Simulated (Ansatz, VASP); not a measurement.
# One calculation of TiZn3, two programs

The input INCAR:

```
PREC = Accurate ; ENCUT = 520
EDIFF = 1E-6 ; ISMEAR = -1
SIGMA = 0.05 ; LREAL = False
LASPH = True ; NELM = 100
ALGO = Normal ; ISIF = 2
LWAVE = False ; LCHARG = False
GGA = CA ; NBANDS = 32
```

Contents of KPOINTS:

```
Automatic mesh
0
Gamma
  6 6 6
```

The input POSCAR:

```
TiZn3
1.0
    3.7681642324      0.0000000000      0.0000000000
    0.0000000000      3.7681642324      0.0000000000
    0.0000000000      0.0000000000      3.7681642324
Ti Zn
1 3
Direct
    0.0000000000      0.0000000000      0.0000000000
    0.0000000000      0.5000000000      0.5000000000
    0.5000000000      0.0000000000      0.5000000000
    0.5000000000      0.5000000000      0.0000000000
```

Input for Ansatz:

```yaml
crystal:
  lattice:
    - [3.768164232388456, 0.0, 0.0]
    - [0.0, 3.768164232388456, 0.0]
    - [0.0, 0.0, 3.768164232388456]
  atoms:
    - { symbol: Ti, position: [0.0, 0.0, 0.0] }
    - { symbol: Zn, position: [0.0, 0.5, 0.5] }
    - { symbol: Zn, position: [0.5, 0.0, 0.5] }
    - { symbol: Zn, position: [0.5, 0.5, 0.0] }
basis:
  ecutwfc: 500.0
kpoints:
  mp_grid:
    grid: [6, 6, 6]
hamiltonian:
  xc: lda
  pseudopotentials:
    kind: paw
scf:
  occupations:
    method: fermi_dirac
    width: 0.05
output:
  stress: true
```

Alike in both runs: task single point; functional LDA; k mesh 6 × 6 × 6; occupations fermi-dirac, width 0.05 eV; no spin polarisation.

```csv
,VASP,Ansatz
version,VASP 6.6.1,Ansatz 0.2.0
potentials or method,"VASP PAW LDA potentials, release 64 (Ti_sv, Zn)","plane waves, PAW"
plane-wave cutoff (eV),520,500
valence electrons in the cell,48,48
```

Ansatz gave:

| Property | Result |
| --- | --- |
| pressure (GPa) | 4.1 |

Q: What did VASP give for the same quantities?

A: Pressure (GPa): 4.6.
